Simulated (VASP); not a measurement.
## Si: single point with r2SCAN

The system is Si.

```xyz
2
Lattice="0.0000 2.7220 2.7220 2.7220 0.0000 2.7220 2.7220 2.7220 0.0000" Properties=species:S:1:pos:R:3 pbc="T T T"
Si    0.0000    0.0000    0.0000
Si    1.3610    1.3610    1.3610
```

The cell was built by a generator and needn't be a form met in nature.

```
Program                : VASP 6.6.1
Task                   : single point
Functional             : r2SCAN
Potentials or basis    : VASP PAW PBE potentials, release 64 (Si)
Cutoff                 : 520 eV
k mesh                 : 10 × 10 × 10
Occupations            : gaussian, width 0.02 eV
Spin                   : no spin polarisation
Dipole correction      : no
Further INCAR settings : ALGO = Normal; EDIFF = 1e-06; NBANDS = 11
```

* Pressure: -0.2 GPa
* Band gap on the k mesh: 0.79 eV, indirect (least direct gap 2.76 eV)

Levels at points of the mesh, in eV from the valence-band top:
```tsv
k point	band 1	band 2	band 3	band 4	band 5	band 6	band 7	band 8	band 9
(0.00, 0.00, 0.00)	-12.47	0.00	0.00	0.00	2.76	2.76	2.76	3.90	8.12
(0.50, 0.00, 0.00)	-10.04	-7.23	-1.27	-1.27	1.86	3.59	3.59	8.33	11.14
(0.50, 0.50, 0.00)	-8.13	-8.13	-2.99	-2.99	0.93	0.93	10.82	10.82	11.60
```

Wall time 38 s on 1 thread of Intel(R) Xeon(R) 6975P-C (Granite Rapids) (shared host), peak memory 0.16 GiB.

Caveat: the PAW data sets were made with another functional, which shifts forces and pressure a little. r2SCAN opens gaps a little over a GGA but as a rule still falls short of measured ones.
